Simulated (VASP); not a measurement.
Runs of VASP 6.6.1 on ZnGaP. It takes space group P-6m2 (No. 187, hexagonal). Conventional cell: a = 4.016 Å, b = 4.016 Å, c = 4.404 Å, α = 90.00°, β = 90.00°, γ = 120.00°. Zn (site symmetry -6m2) is surrounded by 3 P at 2.32 Å. Ga (site symmetry -6m2) has 6 Zn at 3.20 Å and 6 P at 3.20 Å as nearest neighbours. P (site symmetry -6m2) has 3 Zn at 2.32 Å as nearest neighbours. The cell was built by a generator and needn't be a form met in nature.

```tsv
cell	smearing	target pressure	other keys	gap on the mesh (eV)	pressure (GPa)	relaxed volume (Å³/atom)
relaxed	methfessel-paxton 0.02 eV	-	ALGO = Fast; LMAXMIX = 6; ISMEAR = 1; SIGMA = 0.02	none	0.0	(a)
relaxed to 10 GPa	fermi-dirac 0.05 eV	10 GPa	-	none	10.0	-
relaxed	fermi-dirac 0.05 eV	-	-	none	0.0	20.48
relaxed to 5 GPa	fermi-dirac 0.05 eV	5 GPa	-	none	5.0	-
relaxed to 2 GPa	fermi-dirac 0.05 eV	2 GPa	-	none	2.0	-
relaxed to 20 GPa	fermi-dirac 0.05 eV	20 GPa	-	none	20.0	-
```

Alike in all rows: task relaxation of cell and atoms; level PBE; potentials or basis VASP PAW PBE potentials, release 64 (Zn, Ga_d, P); no spin polarisation; k mesh 8 × 8 × 6; cutoff (eV) 600.

Question: Estimate the missing entries.

Answer: (a) 20.52.

Caveats: the cell is relaxed towards a set pressure, so the enthalpy falls and the energy may rise (some runs); the volume moved by over 15 % at a fixed basis, so the end points are rough (some runs).

A k mesh can miss the band edges, and the runs leave out spin-orbit coupling on Ga.

A gap of «none» marks a metal or a gap under the smearing width.
